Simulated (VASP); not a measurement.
A run of VASP 6.6.1:

Contents of run.py:

```python
from ase.calculators.vasp import Vasp
from ase.dft.bandgap import bandgap
from ase.io import read

atoms = read('POSCAR')
calc = Vasp(
    directory='calc',
    xc='pbesol',
    pp='PBE',
    setups='minimal',
    pp_version='54',
    prec='Accurate',
    encut=500,
    ediff=1e-07,
    ismear=-1,
    sigma=0.1,
    lreal=False,
    lasph=True,
    nelm=60,
    algo='Normal',
    isif=2,
    lwave=False,
    lcharg=False,
    ivdw=11,
    kpts=[9, 9, 3],
    gamma=True,
)
atoms.calc = calc

print('energy (eV):', atoms.get_potential_energy())
print('free energy (eV):', atoms.get_potential_energy(force_consistent=True))
print('forces (eV/A):')
print(atoms.get_forces())
print('stress (eV/A^3, Voigt):', atoms.get_stress())
print('Fermi level (eV):', calc.get_fermi_level())
gap, top, bottom = bandgap(calc)
print('band gap (eV):', gap, 'from (spin, k, band)', top, 'to', bottom)
```

POSCAR

```
AlW3C4
1.0
    2.8323640000      0.0000000000      0.0000000000
    0.0000000000      2.9474060000      0.0000000000
    0.0000000000      0.0000000000     10.1379520000
W Al C
3 1 4
Direct
   -0.0209120000      0.5433690000      0.4975970000
   -0.0127110000     -0.0111550000      0.2375870000
    0.0110860000      0.5342880000      0.0034650000
   -0.0002520000      0.0031200000      0.7269780000
    0.5175900000      0.0225010000      0.9332000000
    0.4402690000      0.5385690000      0.6406270000
    0.5478890000     -0.0245000000      0.4146050000
    0.5392010000      0.4247250000      0.1759360000
```

Potentials or basis: VASP PAW PBE potentials, release 54 (W, Al, C).

The run is started by

```sh
$ python run.py
```

Hardware: 1 thread of Intel(R) Xeon(R) Platinum 8259CL CPU @ 2.50GHz (Skylake/Cascade Lake), with other jobs on the host.

Question: Estimate the wall time of this run.

Answer: Run time: 4.5 min on 1 thread of Intel(R) Xeon(R) Platinum 8259CL CPU @ 2.50GHz (Skylake/Cascade Lake), on a shared host, peak memory 0.37 GiB. Counts: scf iterations 18, k points 122.
